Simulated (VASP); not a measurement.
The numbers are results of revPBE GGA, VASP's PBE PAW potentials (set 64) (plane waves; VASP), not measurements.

A VASP calculation is set up with these files.

INCAR:
```
PREC = Accurate
LCHARG = .False.
ISMEAR = 0   ! Gaussian
GGA = RE
NSW = 60   ! most ionic steps
LREAL = .False.   ! projection in real space or not
LASPH = .True.   ! aspherical one-centre terms
IBRION = 2
ENCUT = 520   ! plane-wave cut-off (eV)
NELM = 100   ! most electronic steps
SYSTEM = P
SIGMA = 0.05
EDIFFG = -0.02
LWAVE = .False.
ISIF = 3   ! ions, shape and volume
EDIFF = 1E-6   ! SCF stop (eV)
ALGO = Normal
```

**POSCAR**
```
P
1
    1.6576619014    -8.7216056437     0.0000000000
    1.6576619014     8.7216056437    -0.0000000000
    0.0000000000     0.0000000000     4.7511400522
P
4
Direct
  0.0598862172   0.9401137828   0.9065216453
  0.4401137828   0.5598862172   0.4065216453
  0.5598862172   0.4401137828   0.5934783547
  0.9401137828   0.0598862172   0.0934783547
```

File KPOINTS:
```
Automatic mesh
0
Gamma
6 6 4
0 0 0
```

POTCAR, in this order: P (PBE.64 set). Program: vasp_std.

Output

**OSZICAR**
```
       N       E                     dE             d eps       ncg     rms          rms(c)
DAV:   1     0.909196239731E+02    0.90920E+02   -0.75537E+03  1092   0.112E+03
DAV:   2    -0.128818342050E+02   -0.10380E+03   -0.10136E+03  1528   0.178E+02
DAV:   3    -0.204567321374E+02   -0.75749E+01   -0.75455E+01  1494   0.538E+01
DAV:   4    -0.205947090553E+02   -0.13798E+00   -0.13782E+00  1504   0.856E+00
DAV:   5    -0.205993505116E+02   -0.46415E-02   -0.46403E-02  1584   0.142E+00    0.108E+01
DAV:   6    -0.204973347022E+02    0.10202E+00   -0.66848E-02  1338   0.159E+00    0.647E+00
DAV:   7    -0.204483740461E+02    0.48961E-01   -0.12972E-01  1374   0.226E+00    0.253E-01
DAV:   8    -0.204487543510E+02   -0.38030E-03   -0.95077E-03  1338   0.680E-01    0.165E-01
DAV:   9    -0.204487764545E+02   -0.22104E-04   -0.76082E-04  1694   0.198E-01    0.112E-01
DAV:  10    -0.204484130691E+02    0.36339E-03   -0.59851E-04  1236   0.175E-01    0.489E-02
DAV:  11    -0.204480782571E+02    0.33481E-03   -0.27793E-04  1368   0.115E-01    0.239E-02
DAV:  12    -0.204479027508E+02    0.17551E-03   -0.16013E-04  1410   0.718E-02    0.479E-03
DAV:  13    -0.204478955110E+02    0.72398E-05   -0.46287E-06  1356   0.152E-02    0.450E-03
DAV:  14    -0.204478942166E+02    0.12944E-05   -0.31958E-06  1182   0.122E-02    0.162E-03
DAV:  15    -0.204478939132E+02    0.30334E-06   -0.33686E-07   876   0.387E-03
   1 F= -.20447894E+02 E0= -.20447894E+02  d E =-.204479E+02
       N       E                     dE             d eps       ncg     rms          rms(c)
DAV:   1    -0.204485816829E+02   -0.68747E-03   -0.30681E-02  1332   0.103E+00    0.157E-01
DAV:   2    -0.204484329794E+02    0.14870E-03   -0.18730E-03  1290   0.295E-01    0.681E-02
DAV:   3    -0.204483010193E+02    0.13196E-03   -0.17943E-04  1450   0.837E-02    0.296E-02
DAV:   4    -0.204482638813E+02    0.37138E-04   -0.88227E-05  1344   0.511E-02    0.138E-02
DAV:   5    -0.204482553235E+02    0.85578E-05   -0.78285E-06  1428   0.174E-02    0.594E-03
DAV:   6    -0.204482491875E+02    0.61360E-05   -0.62022E-06  1398   0.117E-02    0.191E-03
DAV:   7    -0.204482467642E+02    0.24233E-05   -0.86277E-07  1062   0.515E-03    0.120E-03
DAV:   8    -0.204482456488E+02    0.11154E-05   -0.87280E-07  1090   0.455E-03    0.694E-04
DAV:   9    -0.204482454808E+02    0.16801E-06   -0.75396E-08   774   0.164E-03
   2 F= -.20448245E+02 E0= -.20448245E+02  d E =-.351568E-03
       N       E                     dE             d eps       ncg     rms          rms(c)
DAV:   1    -0.204482547114E+02   -0.90626E-05   -0.34686E-04  1320   0.109E-01    0.167E-02
DAV:   2    -0.204482532251E+02    0.14863E-05   -0.21328E-05  1314   0.314E-02    0.725E-03
DAV:   3    -0.204482516667E+02    0.15584E-05   -0.18311E-06   876   0.888E-03    0.339E-03
DAV:   4    -0.204482509613E+02    0.70542E-06   -0.15600E-06   822   0.732E-03
   3 F= -.20448251E+02 E0= -.20448251E+02  d E =-.357048E-03
       N       E                     dE             d eps       ncg     rms          rms(c)
DAV:   1    -0.204485686623E+02   -0.31700E-03   -0.10474E-02  1098   0.548E-01    0.558E-02
DAV:   2    -0.204485167254E+02    0.51937E-04   -0.42502E-04  1428   0.146E-01    0.325E-02
DAV:   3    -0.204484849113E+02    0.31814E-04   -0.55752E-05  1344   0.451E-02    0.128E-02
DAV:   4    -0.204484825846E+02    0.23267E-05   -0.86887E-06  1416   0.188E-02    0.898E-03
DAV:   5    -0.204484828043E+02   -0.21965E-06   -0.13615E-06   864   0.843E-03
   4 F= -.20448483E+02 E0= -.20448483E+02  d E =-.231843E-03
```

OUTCAR:
```
------------------------ aborting loop because EDIFF is reached ----------------------------------------
  FORCE on cell =-STRESS in cart. coord.  units (eV):
  Direction    XX          YY          ZZ          XY          YZ          ZX
  --------------------------------------------------------------------------------------
  Total        0.0293826      0.0566675     -0.0656406      0.0000000      0.0000000      0.0000000
  in kB        0.3440666      0.6635698     -0.7686438      0.0000000      0.0000000      0.0000000
  external PRESSURE =       0.0796642 kB  Pullay stress =       0.0000000 kB
  volume of cell :      136.82
      direct lattice vectors                 reciprocal lattice vectors
     1.657311138 -8.712031476  0.000000000     0.301693501 -0.057391895  0.000000000
     1.657311138  8.712031476 -0.000000000     0.301693501  0.057391895 -0.000000000
     0.000000000  0.000000000  4.738104241     0.000000000  0.000000000  0.211054875
 POSITION                                       TOTAL-FORCE (eV/Angst)
 -----------------------------------------------------------------------------------
      1.65731      7.66919      4.29807         0.000000     -0.016363      0.010366
      1.65731      1.04284      1.92902         0.000000      0.016363      0.010366
      1.65731     -1.04284      2.80909         0.000000     -0.016363     -0.010366
      1.65731     -7.66919      0.44004         0.000000      0.016363     -0.010366
 -----------------------------------------------------------------------------------
    total drift:                                0.000000      0.000000      0.000000
  FREE ENERGIE OF THE ION-ELECTRON SYSTEM (eV)
  ---------------------------------------------------
  free  energy   TOTEN  =       -20.4484828043 eV

  energy  without entropy=      -20.4484828043  energy(sigma->0) =      -20.44848280

 reached required accuracy - stopping structural energy minimisation
```
(Selected blocks of OUTCAR.)

CONTCAR:
```
P
   1.00000000000000
     1.6573111383913803   -8.7120314757307309    0.0000000000000000
     1.6573111383913803    8.7120314757307309   -0.0000000000000000
     0.0000000000000000    0.0000000000000000    4.7381042413810972
  P
     4
Direct
     0.0598503897100282    0.9401496102899718    0.9071282952459063
     0.4401496102899717    0.5598503897100282    0.4071282952459064
     0.5598503897100282    0.4401496102899717    0.5928717047540937
     0.9401496102899718    0.0598503897100282    0.0928717047540936
```

Without a dispersion term in the relaxation, distances and binding between the weakly bound layers, chains or molecules are unreliable, and so is what depends on them.

The compound is P in the black structure. This run relaxes it. Symmetry was kept, so distortions that lower it aren't found. The start is the result of an earlier pass.
